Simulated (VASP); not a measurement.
All values below come from PBEsol GGA, VASP's PBE PAW potentials (set 64) (plane waves; VASP).

VASP input:

INCAR:
```
GGA  =  PS
ALGO  =  Normal   # blocked Davidson
LREAL  =  .FALSE.   # projection in real space or not
ISIF  =  2
ISMEAR  =  0
LMAXMIX  =  4
LASPH  =  .TRUE.
LCHARG  =  .FALSE.
EDIFF  =  1E-7
EDIFFG  =  -0.01   # ionic stop
LWAVE  =  .FALSE.
PREC  =  Accurate
SIGMA  =  0.05
ENCUT  =  480
NELM  =  100   # most electronic steps
NSW  =  30   # most ionic steps
IBRION  =  2
SYSTEM  =  PbS
```

**POSCAR**
```
PbS
1
    0.0000000000     2.8319792466     2.8319792466
    2.8319792466     0.0000000000     2.8319792466
    2.8319792466     2.8319792466     0.0000000000
Pb S
1 1
Direct
  0.0000000000   0.0000000000   0.0000000000
  0.5000000000   0.5000000000   0.5000000000
```

**KPOINTS**
```
Automatic mesh
0
Gamma
  8 8 8
0 0 0
```

POTCAR, in this order: Pb_d S (PBE.64 set). Program: vasp_std.

Output

**OSZICAR**
```
       N       E                     dE             d eps       ncg     rms          rms(c)
DAV:   1     0.155150432649E+03    0.15515E+03   -0.95571E+03   820   0.146E+03
DAV:   2     0.305794525550E+01   -0.15209E+03   -0.14855E+03   836   0.358E+02
DAV:   3    -0.930697238370E+01   -0.12365E+02   -0.12035E+02  1100   0.104E+02
DAV:   4    -0.960675318296E+01   -0.29978E+00   -0.29966E+00   884   0.185E+01
DAV:   5    -0.961865842146E+01   -0.11905E-01   -0.11905E-01  1210   0.373E+00    0.608E+00
DAV:   6    -0.930530483803E+01    0.31335E+00   -0.87243E-01  1266   0.919E+00    0.410E+00
DAV:   7    -0.929913383174E+01    0.61710E-02   -0.11633E-01   930   0.221E+00    0.185E+00
DAV:   8    -0.929861572607E+01    0.51811E-03   -0.98659E-03  1000   0.133E+00    0.183E-01
DAV:   9    -0.929854885348E+01    0.66873E-04   -0.10022E-03  1192   0.353E-01    0.101E-01
DAV:  10    -0.929858330326E+01   -0.34450E-04   -0.14572E-04   944   0.122E-01    0.258E-02
DAV:  11    -0.929858242824E+01    0.87501E-06   -0.43269E-05  1194   0.875E-02    0.188E-02
DAV:  12    -0.929858264831E+01   -0.22006E-06   -0.25824E-06   974   0.146E-02    0.331E-03
DAV:  13    -0.929858271356E+01   -0.65251E-07   -0.10735E-07   630   0.396E-03
   1 F= -.92985827E+01 E0= -.92985827E+01  d E =-.929858E+01
```

### OUTCAR
```
------------------------ aborting loop because EDIFF is reached ----------------------------------------
  FORCE on cell =-STRESS in cart. coord.  units (eV):
  Direction    XX          YY          ZZ          XY          YZ          ZX
  --------------------------------------------------------------------------------------
  Total        2.6635916      2.6635916      2.6635916      0.0000000      0.0000000     -0.0000000
  in kB       93.9459429     93.9459429     93.9459429      0.0000000      0.0000000     -0.0000000
  external PRESSURE =      93.9459429 kB  Pullay stress =       0.0000000 kB
  volume of cell :       45.43
      direct lattice vectors                 reciprocal lattice vectors
     0.000000000  2.831979247  2.831979247    -0.176554966  0.176554966  0.176554966
     2.831979247  0.000000000  2.831979247     0.176554966 -0.176554966  0.176554966
     2.831979247  2.831979247  0.000000000     0.176554966  0.176554966 -0.176554966
  FREE ENERGIE OF THE ION-ELECTRON SYSTEM (eV)
  ---------------------------------------------------
  free  energy   TOTEN  =        -9.2985827136 eV

  energy  without entropy=       -9.2985827129  energy(sigma->0) =       -9.29858271

 reached required accuracy - stopping structural energy minimisation
```
(Selected blocks of OUTCAR.)

The compound is PbS in the rock salt structure. This cell was strained or had an atom moved on purpose.
